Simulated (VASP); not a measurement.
Data:

```yaml
crystal:
  lattice:
    - [0.00000, 1.78406, 1.78406]
    - [1.78406, 0.00000, 1.78406]
    - [1.78406, 1.78406, 0.00000]
  atoms:
    - { symbol: Cu, position: [0.00000, 0.00000, 0.00000] }
```

Level of theory: PBE GGA with D3 dispersion (Becke-Johnson damping), VASP's PBE PAW potentials (set 64) (plane waves; VASP). Numerical set-up: 520 eV cut-off, Gaussian smearing of 0.050 eV, potentials Cu.

### Question
Estimate the band gap (along the path) with the smallest direct gap where there is one.

### Answer

| Item | Result |
|---|---|
| band gap (along the path) | none (metal, semimetal or under 0.01 eV) |

The compound is Cu in the fcc structure. It was relaxed first.
